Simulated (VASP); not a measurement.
Here is the system:

```yaml
crystal:
  lattice:
    - [3.66525, 0.00000, 0.00000]
    - [0.00000, 3.66525, 0.00000]
    - [0.00000, 0.00000, 3.66525]
  atoms:
    - { symbol: Mg, position: [0.00000, 0.00000, 0.00000] }
    - { symbol: Te, position: [0.50000, 0.50000, 0.50000] }
```

All values below come from PBEsol GGA, VASP's PBE PAW potentials (set 64) (plane waves; VASP). Settings: 400 eV cut-off, Gaussian smearing of 0.050 eV, potentials Mg Te.

Problem. Give the energies of bands 2 to 7 at the high-symmetry points, in eV from the Fermi level.

Solution. 
```csv
band,Γ,X,M,R
2,-0.98,-6.27,-4.70,-3.39
3,-0.98,0.02,-4.70,-3.39
4,-0.98,0.02,-1.40,-3.39
5,0.27,3.08,0.96,0.66
6,3.30,4.81,6.57,0.66
7,3.30,5.42,6.76,0.66
```

It has no gap at this level: it comes out as a metal or semimetal.

The structure was generated: MgTe was put into the CsCl type type (Pm-3m), which need not be its known phase. It was relaxed first.
